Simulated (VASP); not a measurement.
VASP input:

File POSCAR:
```
HgTe
1
   -0.0000000000     3.1320884221     3.1320884221
    3.1320884221     0.0000000000     3.1320884221
    3.1320884221     3.1320884221     0.0000000000
Hg Te
1 1
Direct
  0.0000000000   0.0000000000   0.0000000000
  0.2500000000   0.2500000000   0.2500000000
```

**INCAR**
```
ALGO=Normal
EDIFF=1E-6
EDIFFG=-0.02
ENCUT=500
GGA=PE
IBRION=2
ISIF=3
ISMEAR=1
LASPH=T
LCHARG=F
LMAXMIX=6
LREAL=F
LWAVE=F
NELM=100
NSW=40
PREC=Accurate
PSTRESS=100
SIGMA=0.1
SYSTEM=HgTe
```

File KPOINTS:
```
Automatic mesh
0
Gamma
10 10 10
0 0 0
```

POTCAR, in this order: Hg Te (PBE.64 set). Program: vasp_std.

Write an equivalent input for Ansatz.

One equivalent input (not run):
Ansatz 0.2 input:
```yaml
crystal:
  lattice:
    - [0.0000000, 3.1320884, 3.1320884]
    - [3.1320884, 0.0000000, 3.1320884]
    - [3.1320884, 3.1320884, 0.0000000]
  atoms:
    - { symbol: Hg, position: [0.0000000, 0.0000000, 0.0000000] }
    - { symbol: Te, position: [0.2500000, 0.2500000, 0.2500000] }
kpoints:
  mp_grid: { grid: [10, 10, 10] }
hamiltonian:
  xc: pbe
  pseudopotentials: { kind: paw }
scf:
  occupations: { method: methfessel_paxton, width: 0.1 }
  max_iter: 100
relax:
  max_steps: 40
  f_tol: 0.02
  cell: { p_target: 10 }
output: { forces: true, stress: true, eigenvalues: true }
```
Limits of the translation: each code has its own PAW files, so the cut-off isn't converted (ENCUT is set for VASP's; basis.ecutwfc is left out, and Ansatz then takes the one that its files recommend); Ansatz stops its SCF on the density residual and VASP on the energy change (EDIFF).

The compound is HgTe in the zinc blende structure. It was relaxed first under an external pressure of 10 GPa.
